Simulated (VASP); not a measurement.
# Bi2Se3 (Paraguanajuatite): zone-centre modes, functional by functional, part 3 of 3

Aim: the vibrations of Bi2Se3 (Paraguanajuatite) at the zone centre, at several levels of theory. The starting structure is a measured crystal structure from the Crystallography Open Database.

VASP 6.6.1.

Results so far: LDA A1g (2) 180.6 cm⁻¹; LDA at the measured cell A1g (2) 175.5 cm⁻¹; PBEsol A1g (2) 178.1 cm⁻¹; PBE A1g (2) 174.7 cm⁻¹; PBEsol + D3(BJ) A1g (2) 185.7 cm⁻¹.

## Step 7: Modes with r2SCAN

Level of this step: r2SCAN; plane waves and PAW (Bi_d, Se) (VASP).

r2SCAN adds the kinetic-energy density, costs more than a GGA and is run with LASPH. The cell comes from a relaxation at this level, not shown (150.83 Å³).

INCAR

```
SYSTEM = Bi2Se3
PREC = Accurate
ENCUT = 450
EDIFF = 1E-08
NELM = 100
ISMEAR = 0
SIGMA = 0.03
LREAL = .FALSE.
ALGO = Normal
METAGGA = R2SCAN
LASPH = .TRUE.
NBANDS = 30
LORBIT = 11
LWAVE = .FALSE.
LCHARG = .FALSE.
KPAR = 16
IBRION = 6
NFREE = 2
POTIM = 0.015
NSW = 1
ISIF = 2
```

POSCAR

```
Bi2Se3
1.0
   -4.1629280645      0.0000000000      0.0000000000
    2.0814640322     -3.6052014580      0.0000000000
    2.0814640322      1.2017338193     10.0499869549
Bi Se
2 3
Direct
    0.2045421428      0.6022710714      0.8068132143
    0.7954578572      0.3977289286      0.1931867857
    0.5650768735      0.7825384367      0.3476153103
    0.4349231265      0.2174615633      0.6523846897
    0.0000000000      0.0000000000      0.0000000000
```

KPOINTS

```
Automatic mesh
0
Gamma
6 6 6
0 0 0
```

PAW data sets: Bi_d and Se (PBE family, release 64).

The run is started by

```
> mpirun -np 16 vasp_std
```

What it wrote:

```text
[banner, memory and clock lines left out]
running   16 mpi-ranks, on    1 nodes
[...]
[... a notice as in an earlier step ...]

 [... a notice as in an earlier step ...]

 LDA part: xc-table for (None), standard interpolation
 POSCAR, INCAR and KPOINTS ok, starting setup
[...]
entering main loop
       N       E                     dE             d eps       ncg     rms          rms(c)
DAV:   1     0.301209118306E+03    0.30121E+03   -0.21712E+04  1920   0.150E+03
DAV:   2    -0.121857089768E+03   -0.42307E+03   -0.40848E+03  2062   0.400E+02
DAV:   3    -0.171097135357E+03   -0.49240E+02   -0.47125E+02  2500   0.151E+02
DAV:   4    -0.173078184735E+03   -0.19810E+01   -0.19677E+01  2354   0.321E+01
[...]
DAV:  17    -0.162070555083E+03   -0.20085E-07   -0.36798E-09  1170   0.678E-04    0.616E-05
DAV:  18    -0.162070555094E+03   -0.11029E-07   -0.86543E-10  1164   0.255E-04    0.231E-05
DAV:  19    -0.162070555096E+03   -0.26148E-08   -0.24068E-10  1140   0.144E-04
   1 F= -.16207056E+03 E0= -.16207056E+03  d E =-.664521E-11
[... from here on, the cycles between the ionic steps are left out ...]
   2 F= -.16207028E+03 E0= -.16207028E+03  d E =-.428530E-11
   3 F= -.16207027E+03 E0= -.16207027E+03  d E =-.428584E-11
   4 F= -.16206949E+03 E0= -.16206949E+03  d E =-.390670E-25
   5 F= -.16206955E+03 E0= -.16206955E+03  d E =-.782025E-12
   6 F= -.16207013E+03 E0= -.16207013E+03  d E =-.307669E-12
   7 F= -.16207013E+03 E0= -.16207013E+03  d E =-.306523E-12
   8 F= -.16206977E+03 E0= -.16206977E+03  d E =-.777578E-22
   9 F= -.16206986E+03 E0= -.16206986E+03  d E =-.168564E-14
  10 F= -.16207023E+03 E0= -.16207023E+03  d E =-.664199E-11
  11 F= -.16207023E+03 E0= -.16207023E+03  d E =-.664223E-11
  12 F= -.16206991E+03 E0= -.16206991E+03  d E =-.814183E-27
  13 F= -.16206991E+03 E0= -.16206991E+03  d E =-.813566E-27
 Finite differences progress:
  Degree of freedom:   6/  6
  Displacement:        2/  2
  Total:              12/ 12
```

The job ended after 7.4 min (16 MPI ranks of Intel Xeon 6975P-C (Granite Rapids), shared host; peak memory 12 GiB).

Parts of OUTCAR (step 7):

```text
  Total       -0.0030097     -0.0030097     -0.0064891     -0.0000000      0.0000000      0.0000000
  in kB       -0.0319698     -0.0319698     -0.0689284     -0.0000000      0.0000000      0.0000000
  external PRESSURE =      -0.0442894 kB  Pullay stress =       0.0000000 kB

 POSITION                                       TOTAL-FORCE (eV/Angst)
 -----------------------------------------------------------------------------------
      2.08146     -1.20173      8.10846         0.000000      0.000000     -0.034160
     -2.08146     -1.20173      1.94152         0.000000      0.000000     -0.029955
     -0.00000     -2.40347      3.49353         0.000000      0.000000     -0.013007
     -0.00000     -0.00000      6.55646         0.000000      0.000000     -0.009297
      0.00000      0.00000     -0.01500        -0.000000     -0.000000      0.086418
 -----------------------------------------------------------------------------------
    total drift:                                0.000000      0.000000     -0.000059

  FREE ENERGIE OF THE ION-ELECTRON SYSTEM (eV)
  ---------------------------------------------------
  free  energy   TOTEN  =      -162.0699065469 eV

  energy  without entropy=     -162.0699065469  energy(sigma->0) =     -162.06990655

[... 1 part as in an earlier step ...]

[... 2 further parts left out ...]
[key lines of the parts left out:]
E-fermi :   4.0596
```

With r2SCAN the modes are at the top A1g (2) 182.0, A2u (2) 169.0 cm⁻¹, at the bottom A1g (1) 69.5, Eg (1) 38.9 cm⁻¹, with 4 more of the listed ones between; the largest shift is -14.6 cm⁻¹, in Eu (1), from LDA.

## Step 8: Modes with r2SCAN + rVV10

rVV10 adds a nonlocal correlation energy for dispersion. The cell comes from a relaxation at this level, not shown (145.43 Å³).

Changes to INCAR since step 7:

```diff
@@ -10,2 +10,6 @@
 METAGGA = R2SCAN
+LUSE_VDW = .TRUE.
+IVDW_NL = 2
+BPARAM = 11.95
+CPARAM = 0.0093
 LASPH = .TRUE.
```

POSCAR

```
Bi2Se3
1.0
   -4.1472056118      0.0000000000      0.0000000000
    2.0736028059     -3.5915854145      0.0000000000
    2.0736028059      1.1971951381      9.7638842641
Bi Se
2 3
Direct
    0.2013255698      0.6006627849      0.8019883547
    0.7986744302      0.3993372151      0.1980116453
    0.5717515494      0.7858757747      0.3576273242
    0.4282484506      0.2141242253      0.6423726758
    0.0000000000      0.0000000000      0.0000000000
```

KPOINTS is that of step 7.

The run is started by

```
> mpirun -np 16 vasp_std
```

What it wrote:

```text
[banner, memory and clock lines left out]
running   16 mpi-ranks, on    1 nodes
[...]
[... a notice as in an earlier step ...]

|                                                                             |
|               ----> ADVICE to this user running VASP <----                  |
|                                                                             |
|     You have switched on vdW-DFT.                                           |
|     This routine was written and supplied by Jiri Klimes. We recommend      |
|     that you carefully read and cite the following publications:            |
|       J. Klimes, D.R. Bowler, A. Michelides                                 |
|          J. Phys.: Cond Matt. 22 022201 (2010)                              |
|       J. Klimes, D.R. Bowler, A. Michelides                                 |
|          Phys. Rev. B. 83, 195131 (2011)                                    |
|     and references therein.                                                 |
[...]
Total rVV10 correction in eV:      1.2094231    54.3635938
Total rVV10 correction in eV:      1.2094231    54.3635938
Total rVV10 correction in eV:      1.2094231    54.3635938
Total rVV10 correction in eV:      1.2094231    54.3635938
Total rVV10 correction in eV:      1.2094231    54.3635938
Total rVV10 correction in eV:      1.2094231    54.3635938
   1 F= -.16084377E+03 E0= -.16084377E+03  d E =-.114671E-25
[... from here on, the cycles between the ionic steps are left out ...]
   2 F= -.16084347E+03 E0= -.16084347E+03  d E =-.543764E-26
   3 F= -.16084348E+03 E0= -.16084348E+03  d E =-.544790E-26
   4 F= -.16084273E+03 E0= -.16084273E+03  d E =-.109210E-23
   5 F= -.16084273E+03 E0= -.16084273E+03  d E =-.791087E-11
   6 F= -.16084333E+03 E0= -.16084333E+03  d E =-.309396E-11
   7 F= -.16084333E+03 E0= -.16084333E+03  d E =-.308593E-11
   8 F= -.16084301E+03 E0= -.16084301E+03  d E =-.223616E-20
   9 F= -.16084302E+03 E0= -.16084302E+03  d E =-.221932E-13
  10 F= -.16084342E+03 E0= -.16084342E+03  d E =-.129554E-25
  11 F= -.16084342E+03 E0= -.16084342E+03  d E =-.129468E-25
  12 F= -.16084313E+03 E0= -.16084313E+03  d E =-.316572E-25
  13 F= -.16084313E+03 E0= -.16084313E+03  d E =-.316369E-25
 Finite differences progress:
  Degree of freedom:   6/  6
  Displacement:        2/  2
  Total:              12/ 12
```

Elapsed: 20 min, on 16 MPI ranks; peak memory 14 GiB.

OUTCAR, selected parts (step 8):

```text
  Total        0.0004044      0.0004044      0.0036007      0.0000000     -0.0000000      0.0000000
  in kB        0.0044556      0.0044556      0.0396674      0.0000000     -0.0000000      0.0000000
  external PRESSURE =       0.0161929 kB  Pullay stress =       0.0000000 kB

 POSITION                                       TOTAL-FORCE (eV/Angst)
 -----------------------------------------------------------------------------------
      2.07360     -1.19720      7.83052         0.000000      0.000000     -0.030797
     -2.07360     -1.19720      1.93336         0.000000      0.000000     -0.030705
      0.00000     -2.39439      3.49183         0.000000      0.000000     -0.012107
     -0.00000     -0.00000      6.27205         0.000000      0.000000     -0.012232
      0.00000     -0.00000     -0.01500        -0.000000     -0.000000      0.085840
 -----------------------------------------------------------------------------------
    total drift:                                0.000000      0.000000     -0.000004

  FREE ENERGIE OF THE ION-ELECTRON SYSTEM (eV)
  ---------------------------------------------------
  free  energy   TOTEN  =      -160.8431280324 eV

  energy  without entropy=     -160.8431280324  energy(sigma->0) =     -160.84312803

[... 1 part as in an earlier step ...]

[... 2 further parts left out ...]
[key lines of the parts left out:]
E-fermi :   4.6111
```

With r2SCAN + rVV10 the modes are at the top A1g (2) 184.3, A2u (2) 168.8 cm⁻¹, at the bottom A1g (1) 73.2, Eg (1) 40.8 cm⁻¹, with 4 more of the listed ones between; the largest shift is -9.6 cm⁻¹, in Eu (1), from LDA.

## Step 9: Comparison

```
                     run  A1g (2)  A2u (2)  Eg (2)  A2u (1)  Eu (2)  Eu (1)  A1g (1)  Eg (1)  core minutes
                     LDA    180.6    159.6   142.1    140.6   134.7    87.3     75.3    43.8          29.6
LDA at the measured cell    175.5    157.6   134.7    141.1   132.1    80.5     67.8    40.8          32.3
                  PBEsol    178.1    160.3   137.4    142.8   133.0    85.0     70.7    42.3          38.7
                     PBE    174.7    163.6   126.7    146.5   128.9    74.7     64.4    37.5          42.4
         PBEsol + D3(BJ)    185.7    163.3   147.9    144.2   137.2    94.6     80.1    46.3          31.2
                  r2SCAN    182.0    169.0   132.4    150.2   134.5    72.7     69.5    38.9         118.0
          r2SCAN + rVV10    184.3    168.8   137.0    149.7   135.9    77.7     73.2    40.8         323.0
```

Modes are in cm⁻¹, degenerate ones as one, matched between runs by symmetry and order. A number in brackets counts the listed modes of one symmetry from the lowest. The symmetry labels come from an automatic analysis and can be wrong where levels nearly coincide. Core minutes are wall time times ranks of the run shown, on a shared host.

## Step 10: Summary of results

```
A1g (2), LDA                      : 180.6 cm⁻¹
Eg (1), LDA                       : 43.8 cm⁻¹
A1g (2), LDA at the measured cell : 175.5 cm⁻¹
Eg (1), LDA at the measured cell  : 40.8 cm⁻¹
A1g (2), PBEsol                   : 178.1 cm⁻¹
Eg (1), PBEsol                    : 42.3 cm⁻¹
A1g (2), PBE                      : 174.7 cm⁻¹
Eg (1), PBE                       : 37.5 cm⁻¹
A1g (2), PBEsol + D3(BJ)          : 185.7 cm⁻¹
Eg (1), PBEsol + D3(BJ)           : 46.3 cm⁻¹
A1g (2), r2SCAN                   : 182.0 cm⁻¹
Eg (1), r2SCAN                    : 38.9 cm⁻¹
A1g (2), r2SCAN + rVV10           : 184.3 cm⁻¹
Eg (1), r2SCAN + rVV10            : 40.8 cm⁻¹
```

In words: Among the runs matched mode by mode, on the cells relaxed at each level, the A1g (2) mode of Bi2Se3 (Paraguanajuatite), the highest of the listed ones in the run with LDA, lies between 175 cm⁻¹ (PBE) and 186 cm⁻¹ (PBEsol + D3(BJ)). Among the runs matched mode by mode, on the cells relaxed at each level, the Eg (1) mode of Bi2Se3 (Paraguanajuatite), the lowest of the listed ones in the run with LDA, lies between 37.5 cm⁻¹ (PBE) and 46.3 cm⁻¹ (PBEsol + D3(BJ)). Taking the measured cell, +4.5 % in volume, instead of the one relaxed with LDA moves A1g (1) by -7.5 cm⁻¹. The edges differ by a +0.9 %, b +0.9 % and c +2.7 %. LASPH is on in some of these runs and off in others, which adds a little to the differences. The bonds form layers, and most of these levels lack the dispersion that acts between them, which bears on the cells and on modes in which layers move against each other. The mesh isn't converged: on an 8×8×8 mesh, in a run told elsewhere, A2u (2) with LDA is 163.0 cm⁻¹ in place of 159.6. The runs with LDA and PBEsol + D3(BJ) have no gap or one under 0.08 eV; such runs hang more on mesh and smearing. Spin-orbit coupling is left out, which can matter with elements this heavy. The relaxed cells differ from the measured one by up to 9 % along an edge (PBE), so the modes are those of cells that far off. The frequencies are harmonic, and the splitting of polar modes by their long-range field is left out. Further runs on this material are not shown.

[Lines on the potential files, build, host, timing and source positions are cut from VASP's logs without a mark.]

[Logs are printed without paths, hosts, clocks, repeated set-up lines and the standing remarks that a program may print on its own settings, such as how far it seeks lower states.]

[Hosts, paths, dates, database ids (printed as entryN), source tags and the programs' standing remarks are cut or masked in the printed files.]
